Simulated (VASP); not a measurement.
# ZnSe (Stilleite): a GW gap and what it depends on, part 2 of 3

How far does the GW correction to the gap of ZnSe (Stilleite) depend on the settings? The starting structure is a measured crystal structure from the Crystallography Open Database. Cell and atoms stay as given.

VASP 6.6.1.

Results so far: G0W0 (response cutoff 100 eV, 4×4×4 mesh) 2.29 eV; G0W0 (response cutoff 160 eV, 4×4×4 mesh) 2.29 eV.

### Step 4. G0W0 (response cutoff 240 eV, 4×4×4 mesh)

Level of this step: G0W0 on LDA; plane waves and PAW (Se_GW, Zn_GW) (VASP).

It reads the orbitals and their derivatives (WAVECAR and WAVEDER) of a run with the empty bands, which follows a ground-state run; neither is shown.

Input file INCAR:

```
SYSTEM = ZnSe
PREC = Accurate
ENCUT = 350
ISMEAR = 0
SIGMA = 0.01
LREAL = .FALSE.
GGA = CA
NBANDS = 388
ALGO = EVGW0
NELMGW = 1
ENCUTGW = 240
NOMEGA = 40
PRECFOCK = Fast
NBANDSGW = 20
LWAVE = .FALSE.
LCHARG = .FALSE.
```

Input file POSCAR:

```
ZnSe
1.0
    0.0000000000      2.8338000000      2.8338000000
    2.8338000000      0.0000000000      2.8338000000
    2.8338000000      2.8338000000      0.0000000000
Se Zn
1 1
Direct
    0.7500000000      0.7500000000      0.7500000000
    0.0000000000      0.0000000000      0.0000000000
```

Input file KPOINTS:

```
Automatic mesh
0
Gamma
4 4 4
0 0 0
```

The projector-augmented-wave data sets are Se_GW and Zn_GW (LDA family, release 64).

The run is started by

```sh
$ mpirun -np 4 vasp_std
```

The log of the run:

```text
[banner, memory and clock lines left out]
running    4 mpi-ranks, on    1 nodes
[...]
|                                                                             |
|           W    W    AA    RRRRR   N    N  II  N    N   GGGG   !!!           |
|           W    W   A  A   R    R  NN   N  II  NN   N  G    G  !!!           |
|           W    W  A    A  R    R  N N  N  II  N N  N  G       !!!           |
|           W WW W  AAAAAA  RRRRR   N  N N  II  N  N N  G  GGG   !            |
|           WW  WW  A    A  R   R   N   NN  II  N   NN  G    G                |
|           W    W  A    A  R    R  N    N  II  N    N   GGGG   !!!           |
|                                                                             |
|     The default for ENCUTGWSOFT is different in this version of VASP.       |
|     please manually set ENCUTGWSOFT =240 in the INCAR file.                 |
|                                                                             |

 LDA part: xc-table for (Slater(with rela. corr.)+CA(PZ))
[...]
total number of BLAS operations       2892.63 Gflops
NQ=   4    0.2500    0.2500    0.0000,
|.........|.........|.........|.........|.........|.........|.........|.........
 performed       3421000 updates of chi_q(r,r)
 total number of BLAS operations       4012.37 Gflops
NQ=   5    0.5000    0.2500    0.0000,
|.........|.........|.........|.........|.........|.........|.........|.........
 performed       4757000 updates of chi_q(r,r)
 total number of BLAS operations       5638.95 Gflops
NQ=   6   -0.2500    0.2500    0.0000,
|.........|.........|.........|.........|.........|.........|.........|.........
 performed       5969000 updates of chi_q(r,r)
 total number of BLAS operations       7032.39 Gflops
NQ=   7    0.5000    0.5000    0.0000,
|.........|.........|.........|.........|.........|.........|.........|.........
 performed       6747000 updates of chi_q(r,r)
 total number of BLAS operations       7969.43 Gflops
NQ=   8   -0.2500    0.5000    0.2500,
|.........|.........|.........|.........|.........|.........|.........|.........
 performed       7711000 updates of chi_q(r,r)
 total number of BLAS operations       9179.16 Gflops
 resolving degeneracies of screened two electron integrals

 calculate QP shifts <psi_nk| G(iteration)W_0 |psi_nk>: iteration 1
 entering main loop
[key lines of the parts left out:]
E-fermi :   3.0766
```

Wall time 67 s (4 MPI ranks of Intel Xeon 6975P-C (Granite Rapids), shared host); peak memory 1.4 GiB; 4.4 min of CPU time.

Parts of OUTCAR (step 4):

```text
 QP shifts <psi_nk| G(iteration)W_0 |psi_nk>: iteration 1
 for sc-GW calculations column KS-energies equals QP-energies in previous step
 and V_xc(KS)=  KS-energies - (<T + V_ion + V_H > + <T+V_H+V_ion>^1  + <V_x>^1)
 k-point   1 :       0.0000    0.0000    0.0000
  band No.  KS-energies  QP-energies   sigma(KS)   V_xc(KS)     V^pw_x(r,r')   Z            occupation Imag(sigma)
    ...
      6      -3.7852      -5.1360     -22.6978     -20.6834     -31.9141       0.6706       2.0000       0.1418
      7       2.5576       1.8665     -14.6524     -13.7274     -16.5034       0.7472       2.0000      -0.1170
      8       2.5576       1.8665     -14.6524     -13.7274     -16.5034       0.7472       2.0000      -0.1170
      9       2.5576       1.8665     -14.6524     -13.7274     -16.5034       0.7472       2.0000      -0.1170
     10       3.5956       4.1298     -10.1398     -10.8330      -6.1202       0.7705       0.0000      -0.3204
     11       8.2327       8.6170      -9.6450     -10.1508      -5.0388       0.7597       0.0000      -0.2533
     12       8.2327       8.6170      -9.6450     -10.1508      -5.0388       0.7597       0.0000      -0.2533
     13       8.2327       8.6170      -9.6450     -10.1508      -5.0388       0.7597       0.0000      -0.2533
    ...

[... 1 part as in an earlier step ...]

[... 2 further parts left out ...]
[key lines of the parts left out:]
E-fermi :   3.0766
```

G0W0 (response cutoff 240 eV, 4×4×4 mesh): the quasiparticle gap on this mesh is 2.263 eV, +1.225 eV from the LDA gap on the same points, with 388 bands.

### Step 5. GW0 with iterated eigenvalues (response cutoff 160 eV, 4×4×4 mesh)

It reads the orbitals and their derivatives (WAVECAR and WAVEDER) of a run with the empty bands, which follows a ground-state run; neither is shown.

Edit INCAR of step 4 so:

```diff
@@ -7,6 +7,6 @@
 GGA = CA
-NBANDS = 388
+NBANDS = 212
 ALGO = EVGW0
-NELMGW = 1
-ENCUTGW = 240
+NELMGW = 4
+ENCUTGW = 160
 NOMEGA = 40
```

POSCAR is that of step 4.

KPOINTS is that of step 4.

The run is started by

```sh
$ mpirun -np 4 vasp_std
```

The log of the run:

```text
[banner, memory and clock lines left out]
running    4 mpi-ranks, on    1 nodes
[...]
[... a notice as in an earlier step ...]

 LDA part: xc-table for (Slater(with rela. corr.)+CA(PZ))
 , standard interpolation
 found WAVECAR, reading the header
 POSCAR, INCAR and KPOINTS ok, starting setup
[...]
reading WAVECAR
 the WAVECAR file was read successfully
 initial charge from wavefunction
 available memory per node:     62.66 GB, setting MAXMEM to     64163

 The Fermi energy was updated, please check that it is located mid-gap
 values below the HOMO (VB) or above the LUMO (CB) will cause erroneous energies
 E-fermi :   3.0766

 calculate exact exchange contribution
 the WAVEDER file was read successfully
energies w=
    0.000    0.000    0.436    0.000    0.869    0.000    1.297    0.000
    1.718    0.000    2.131    0.000    2.534    0.000    2.929    0.000
    3.315    0.000    3.693    0.000    4.064    0.000    4.430    0.000
[...]
total number of BLAS operations        426.60 Gflops
NQ=   4    0.2500    0.2500    0.0000,
|.........|.........|.........|.........|.........|.........|.........|.........
 performed       1850000 updates of chi_q(r,r)
 total number of BLAS operations        602.59 Gflops
NQ=   5    0.5000    0.2500    0.0000,
|.........|.........|.........|.........|.........|.........|.........|.........
 performed       2575000 updates of chi_q(r,r)
 total number of BLAS operations        861.06 Gflops
NQ=   6   -0.2500    0.2500    0.0000,
|.........|.........|.........|.........|.........|.........|.........|.........
 performed       3232000 updates of chi_q(r,r)
 total number of BLAS operations       1093.15 Gflops
NQ=   7    0.5000    0.5000    0.0000,
|.........|.........|.........|.........|.........|.........|.........|.........
 performed       3652000 updates of chi_q(r,r)
 total number of BLAS operations       1258.91 Gflops
NQ=   8   -0.2500    0.5000    0.2500,
|.........|.........|.........|.........|.........|.........|.........|.........
 performed       4174000 updates of chi_q(r,r)
 total number of BLAS operations       1439.64 Gflops
 resolving degeneracies of screened two electron integrals

 calculate QP shifts <psi_nk| G(iteration)W_0 |psi_nk>: iteration 4
 entering main loop
```

The job ended after 85 s (4 MPI ranks; peak memory 0.82 GiB).

Parts of OUTCAR (step 5):

```text
 QP shifts <psi_nk| G(iteration)W_0 |psi_nk>: iteration 2
 k-point   1 :       0.0000    0.0000    0.0000
  band No. old QP-enery  QP-energies   sigma(KS)   T+V_ion+V_H  V^pw_x(r,r')   Z            occupation Imag(sigma)
    ...
      6      -5.1856      -5.6170     -22.7276      16.8982     -31.9141       0.6701       2.0000       0.1653
      7       1.9579       1.8417     -14.4815      16.2851     -16.5034       0.7531       2.0000      -0.0168
      8       1.9579       1.8417     -14.4815      16.2851     -16.5034       0.7531       2.0000      -0.0168
      9       1.9579       1.8417     -14.4815      16.2851     -16.5034       0.7531       2.0000      -0.0168
     10       4.2493       4.3289     -10.0770      14.4286      -6.1202       0.7784       0.0000      -0.2291
     11       8.6848       8.7612      -9.5986      18.3835      -5.0388       0.7631       0.0000      -0.2187
     12       8.6848       8.7612      -9.5986      18.3835      -5.0388       0.7631       0.0000      -0.2187
     13       8.6848       8.7612      -9.5986      18.3835      -5.0388       0.7631       0.0000      -0.2187
    ...

 QP shifts <psi_nk| G(iteration)W_0 |psi_nk>: iteration 3
 k-point   1 :       0.0000    0.0000    0.0000
  band No. old QP-enery  QP-energies   sigma(KS)   T+V_ion+V_H  V^pw_x(r,r')   Z            occupation Imag(sigma)
    ...
      6      -5.6170      -5.7515     -22.7160      16.8982     -31.9141       0.6695       2.0000       0.1646
      7       1.8417       1.8157     -14.4778      16.2851     -16.5034       0.7539       2.0000      -0.0169
      8       1.8417       1.8157     -14.4778      16.2851     -16.5034       0.7539       2.0000      -0.0169
      9       1.8417       1.8157     -14.4778      16.2851     -16.5034       0.7539       2.0000      -0.0169
     10       4.3289       4.3374     -10.0888      14.4286      -6.1202       0.7790       0.0000      -0.2303
     11       8.7612       8.7729      -9.6069      18.3835      -5.0388       0.7630       0.0000      -0.2192
     12       8.7612       8.7729      -9.6069      18.3835      -5.0388       0.7630       0.0000      -0.2192
     13       8.7612       8.7729      -9.6069      18.3835      -5.0388       0.7630       0.0000      -0.2192
    ...

 QP shifts <psi_nk| G(iteration)W_0 |psi_nk>: iteration 4
 k-point   1 :       0.0000    0.0000    0.0000
  band No. old QP-enery  QP-energies   sigma(KS)   T+V_ion+V_H  V^pw_x(r,r')   Z            occupation Imag(sigma)
    ...
      6      -5.7515      -5.7930     -22.7116      16.8982     -31.9141       0.6696       2.0000       0.1645
      7       1.8157       1.8091     -14.4781      16.2851     -16.5034       0.7540       2.0000      -0.0170
      8       1.8157       1.8091     -14.4781      16.2851     -16.5034       0.7540       2.0000      -0.0170
      9       1.8157       1.8091     -14.4781      16.2851     -16.5034       0.7540       2.0000      -0.0170
     10       4.3374       4.3377     -10.0909      14.4286      -6.1202       0.7787       0.0000      -0.2306
     11       8.7729       8.7744      -9.6087      18.3835      -5.0388       0.7631       0.0000      -0.2194
     12       8.7729       8.7744      -9.6087      18.3835      -5.0388       0.7631       0.0000      -0.2194
     13       8.7729       8.7744      -9.6087      18.3835      -5.0388       0.7631       0.0000      -0.2194
    ...

[... 3 parts as in an earlier step ...]

[... 1 further part left out ...]
[key lines of the parts left out:]
E-fermi :   3.0766
```

GW0 with iterated eigenvalues (response cutoff 160 eV, 4×4×4 mesh): the quasiparticle gap on this mesh is 2.529 eV, +1.491 eV from the LDA gap on the same points, with 212 bands.

### Step 6. G0W0 (response cutoff 100 eV, 5×5×5 mesh)

It reads the orbitals and their derivatives (WAVECAR and WAVEDER) of a run with the empty bands, which follows a ground-state run; neither is shown.

Edit INCAR of step 5 so:

```diff
@@ -7,6 +7,6 @@
 GGA = CA
-NBANDS = 212
+NBANDS = 104
 ALGO = EVGW0
-NELMGW = 4
-ENCUTGW = 160
+NELMGW = 1
+ENCUTGW = 100
 NOMEGA = 40
```

POSCAR is that of step 5.

Input file KPOINTS:

```
Automatic mesh
0
Gamma
5 5 5
0 0 0
```

The run is started by

```sh
$ mpirun -np 4 vasp_std
```

The log of the run:

```text
[banner, memory and clock lines left out]
running    4 mpi-ranks, on    1 nodes
[...]
[... a notice as in an earlier step ...]

 LDA part: xc-table for (Slater(with rela. corr.)+CA(PZ))
 , standard interpolation
 found WAVECAR, reading the header
 POSCAR, INCAR and KPOINTS ok, starting setup
[...]
reading WAVECAR
 the WAVECAR file was read successfully
 initial charge from wavefunction
 available memory per node:     61.21 GB, setting MAXMEM to     62677

 The Fermi energy was updated, please check that it is located mid-gap
 values below the HOMO (VB) or above the LUMO (CB) will cause erroneous energies
 E-fermi :   3.0611

 calculate exact exchange contribution
 the WAVEDER file was read successfully
energies w=
    0.000    0.000    0.466    0.000    0.930    0.000    1.388    0.000
    1.838    0.000    2.280    0.000    2.712    0.000    3.134    0.000
    3.547    0.000    3.952    0.000    4.349    0.000    4.741    0.000
[...]
total number of BLAS operations        195.50 Gflops
NQ=   6   -0.4000    0.2000    0.0000,
|.........|.........|.........|.........|.........|.........|.........|.........
 performed       2823000 updates of chi_q(r,r)
 total number of BLAS operations        247.24 Gflops
NQ=   7   -0.2000    0.2000    0.0000,
|.........|.........|.........|.........|.........|.........|.........|.........
 performed       3390000 updates of chi_q(r,r)
 total number of BLAS operations        293.54 Gflops
NQ=   8    0.4000    0.4000    0.0000,
|.........|.........|.........|.........|.........|.........|.........|.........
 performed       3824000 updates of chi_q(r,r)
 total number of BLAS operations        331.11 Gflops
NQ=   9   -0.4000    0.4000    0.0000,
|.........|.........|.........|.........|.........|.........|.........|.........
 performed       4391000 updates of chi_q(r,r)
 total number of BLAS operations        378.33 Gflops
NQ=  10   -0.4000    0.4000    0.2000,
|.........|.........|.........|.........|.........|.........|.........|.........
 performed       5091000 updates of chi_q(r,r)
 total number of BLAS operations        440.11 Gflops
 resolving degeneracies of screened two electron integrals

 calculate QP shifts <psi_nk| G(iteration)W_0 |psi_nk>: iteration 1
 entering main loop
```

Wall time 25 s (4 MPI ranks); peak memory 0.73 GiB.

From OUTCAR (step 6):

```text
 QP shifts <psi_nk| G(iteration)W_0 |psi_nk>: iteration 1
 for sc-GW calculations column KS-energies equals QP-energies in previous step
 and V_xc(KS)=  KS-energies - (<T + V_ion + V_H > + <T+V_H+V_ion>^1  + <V_x>^1)
 k-point   1 :       0.0000    0.0000    0.0000
  band No.  KS-energies  QP-energies   sigma(KS)   V_xc(KS)     V^pw_x(r,r')   Z            occupation Imag(sigma)
    ...
      6      -3.7825      -5.4525     -23.1544     -20.6842     -31.9123       0.6761       2.0000       0.2524
      7       2.5356       2.0829     -14.3303     -13.7313     -16.3847       0.7557       2.0000       0.1321
      8       2.5356       2.0829     -14.3303     -13.7313     -16.3847       0.7557       2.0000       0.1321
      9       2.5356       2.0829     -14.3303     -13.7313     -16.3847       0.7557       2.0000       0.1321
     10       3.5865       4.4138      -9.7756     -10.8342      -6.3191       0.7814       0.0000      -0.0610
     11       8.2285       8.8258      -9.3765     -10.1544      -5.0814       0.7678       0.0000      -0.1110
     12       8.2285       8.8258      -9.3765     -10.1544      -5.0814       0.7678       0.0000      -0.1110
     13       8.2285       8.8258      -9.3765     -10.1544      -5.0814       0.7678       0.0000      -0.1110
    ...

[... 1 part as in an earlier step ...]

[... 2 further parts left out ...]
[key lines of the parts left out:]
E-fermi :   3.0611
```

G0W0 (response cutoff 100 eV, 5×5×5 mesh): the quasiparticle gap on this mesh is 2.331 eV, +1.280 eV from the LDA gap on the same points, with 104 bands.

[end of part 2 of 3]

[Lines on the potential files, build, host, timing and source positions are cut from VASP's logs without a mark.]

[Logs are printed without paths, hosts, clocks, repeated set-up lines and the standing remarks that a program may print on its own settings, such as how far it seeks lower states.]

[Hosts, paths, dates, database ids (printed as entryN), source tags and the programs' standing remarks are cut or masked in the printed files.]
